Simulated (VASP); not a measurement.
Output of a VASP run:

**OSZICAR**
```
       N       E                     dE             d eps       ncg     rms          rms(c)
DAV:   1     0.433860940542E+02    0.43386E+02   -0.44407E+03   630   0.104E+03
DAV:   2    -0.570118381043E+01   -0.49087E+02   -0.47342E+02   863   0.167E+02
DAV:   3    -0.746624142547E+01   -0.17651E+01   -0.17629E+01   804   0.374E+01
DAV:   4    -0.749649260337E+01   -0.30251E-01   -0.30212E-01   940   0.481E+00
DAV:   5    -0.749676022613E+01   -0.26762E-03   -0.26761E-03   856   0.408E-01    0.235E+00
DAV:   6    -0.742421058958E+01    0.72550E-01   -0.17054E-01   705   0.239E+00    0.169E+00
DAV:   7    -0.742381095674E+01    0.39963E-03   -0.54949E-02   893   0.153E+00    0.923E-01
DAV:   8    -0.742722708611E+01   -0.34161E-02   -0.76982E-03   750   0.742E-01    0.145E-01
DAV:   9    -0.742719722036E+01    0.29866E-04   -0.25459E-04   847   0.135E-01    0.381E-02
DAV:  10    -0.742724103362E+01   -0.43813E-04   -0.68427E-05   699   0.770E-02    0.134E-02
DAV:  11    -0.742724458785E+01   -0.35542E-05   -0.28299E-06  1004   0.171E-02    0.435E-03
DAV:  12    -0.742724567136E+01   -0.10835E-05   -0.27303E-07   703   0.536E-03    0.164E-03
DAV:  13    -0.742724526402E+01    0.40734E-06   -0.42940E-08   433   0.209E-03    0.449E-04
DAV:  14    -0.742724522683E+01    0.37191E-07   -0.57869E-09   359   0.883E-04
   1 F= -.74272452E+01 E0= -.74272452E+01  d E =-.438482E-24
```

File OUTCAR:
```
------------------------ aborting loop because EDIFF is reached ----------------------------------------
  FORCE on cell =-STRESS in cart. coord.  units (eV):
  Direction    XX          YY          ZZ          XY          YZ          ZX
  --------------------------------------------------------------------------------------
  Total        0.4605209      0.4605209      0.4605209     -0.0000000      0.0000000     -0.0000000
  in kB       23.1207930     23.1207930     23.1207930     -0.0000000      0.0000000     -0.0000000
  external PRESSURE =      23.1207930 kB  Pullay stress =       0.0000000 kB
  volume of cell :       31.91
      direct lattice vectors                 reciprocal lattice vectors
     0.000000000  2.517536299  2.517536299    -0.198606868  0.198606868  0.198606868
     2.517536299  0.000000000  2.517536299     0.198606868 -0.198606868  0.198606868
     2.517536299  2.517536299  0.000000000     0.198606868  0.198606868 -0.198606868
  FREE ENERGIE OF THE ION-ELECTRON SYSTEM (eV)
  ---------------------------------------------------
  free  energy   TOTEN  =        -7.4272452268 eV

  energy  without entropy=       -7.4272452268  energy(sigma->0) =       -7.42724523
```
(Selected blocks of OUTCAR.)

### POSCAR
```
LiCl
1
    0.0000000000     2.5175362994     2.5175362994
    2.5175362994     0.0000000000     2.5175362994
    2.5175362994     2.5175362994     0.0000000000
Li Cl
1 1
Direct
  0.0000000000   0.0000000000   0.0000000000
  0.5000000000   0.5000000000   0.5000000000
```

Q: Write an INCAR and KPOINTS that could have produced this output.

A: Several could match; the one computed here: the input of the run itself, PW91 GGA, plane waves, VASP's PBE PAW potentials (set 64).

### INCAR
```
SYSTEM = LiCl
PREC = Accurate
ENCUT = 520
EDIFF = 1E-7
NELM = 100
ALGO = Normal
LREAL = .FALSE.
LASPH = .TRUE.
ISMEAR = 0
SIGMA = 0.05
GGA = 91
LWAVE = .FALSE.
LCHARG = .FALSE.
ISIF = 2
```

### KPOINTS
```
K-points
0
gamma
  9 9 9
0 0 0
```

POTCAR, in this order: Li_sv Cl (PBE.64 set). Program: vasp_std.

The compound is LiCl in the rock salt structure. This cell is one point of a volume scan, at 0.94 of the reference volume.
